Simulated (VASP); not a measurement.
These are PBE GGA, VASP's PBE PAW potentials (set 64) (plane waves; VASP) values and carry that method's errors.

A VASP calculation is set up with these files.

### INCAR
```
! general
SYSTEM = Ca
PREC   = Accurate
ENCUT  = 400
LREAL  = .FALSE.
LASPH  = .TRUE.

! electronic loop
EDIFF  = 1E-6   ! SCF stop (eV)
NELM   = 100   ! most electronic steps
ALGO   = Normal   ! blocked Davidson

! smearing
ISMEAR = 1   ! Methfessel-Paxton
SIGMA  = 0.1   ! width (eV)

! functional
GGA    = PE   ! PBE

! ions
ISIF   = 2   ! forces and stress, cell fixed

! output
LWAVE  = .FALSE.
LCHARG = .FALSE.
```

**KPOINTS**
```
Automatic mesh
0
Monkhorst-Pack
7 7 7
0 0 0
```

### POSCAR
```
Ca
2.84580
  0.0000000000   1.0000000000   1.0000000000
  1.0000000000   0.0000000000   1.0000000000
  1.0000000000   1.0000000000   0.0000000000
Ca
1
Direct
  0.0000000000   0.0000000000   0.0000000000
```

POTCAR, in this order: Ca_sv (PBE.64 set). Program: vasp_std.

What will the output report for the number of irreducible k-points (NKPTS), number of bands (NBANDS), largest plane-wave count, number of space-group operations, FFT grid (NGX, NGY, NGZ)?

```yaml
number of irreducible k-points (NKPTS): 20
number of bands (NBANDS): 9
largest_plane_wave_count: 869
number_of_space_group_operations: 48
FFT grid (NGX, NGY, NGZ): 28 × 28 × 28
```

The compound is Ca in the fcc structure. The cell was not relaxed at this level. The run is one of a series of settings (KPOINTS 7×7×7 Monkhorst-Pack mesh against the base run), some of them coarse on purpose.
